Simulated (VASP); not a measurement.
Wanted: the native input for a VASP 6.6.1 run.

| Item | Value |
| --- | --- |
| Task | relaxation of the atoms |
| Functional | PBE |
| Potentials or basis | VASP PAW PBE potentials, release 64 (K_sv, I) |
| Cutoff | 520 eV |
| k mesh | 1 × 1 × 1 |
| Occupations | gaussian, width 0.01 eV |
| Spin | no spin polarisation |
| Further INCAR settings | ALGO = Normal; EDIFF = 1e-06; IBRION = 2; EDIFFG = -0.005; NSW = 60 |

The structure of KI (Potassium Iodide) lies in POSCAR:

```
KI
1.0
    9.0000000000      0.0000000000      0.0000000000
    0.0000000000      9.0000000000      0.0000000000
    0.0000000000      0.0000000000     13.0000000000
K I
1 1
Direct
    0.5011390000      0.5037000000      0.3838870000
    0.4994650000      0.5058700000      0.6195670000
```

The cell isn't the ideal one: atoms moved at random, drawn with an rms of 0.02 Å.

One way to write it, as run:

INCAR

```
  PREC = Accurate
  ENCUT = 520
  EDIFF = 1E-6
  ISMEAR = 0
  SIGMA = 0.01
  LREAL = F
  LASPH = T
  NELM = 60
  ALGO = Normal
  ISIF = 2
  LWAVE = F
  LCHARG = F
  GGA = PE
  IBRION = 2
  NSW = 60
  EDIFFG = -0.005
```

KPOINTS

```
Automatic mesh
0
Gamma
  1 1 1
```

Potentials or basis: VASP PAW PBE potentials, release 64 (K_sv, I).

Launch:

```console
$ cat potpaw_PBE.64/K_sv/POTCAR potpaw_PBE.64/I/POTCAR > POTCAR
$ mpirun -np 1 vasp_gam > vasp.out
```

It gave:

| Property | Result |
| --- | --- |
| Energy gained by relaxing | 0.1 meV/atom |
| Ionic steps | 3 |
| Gap between the frontier levels | 2.44 eV |

Caveat: spin-orbit coupling is left out, which moves the levels of the heavy elements.

It took 87 s on 1 thread of Intel(R) Xeon(R) Platinum 8488C (Sapphire Rapids), with other jobs on the host, peak memory 0.94 GiB.
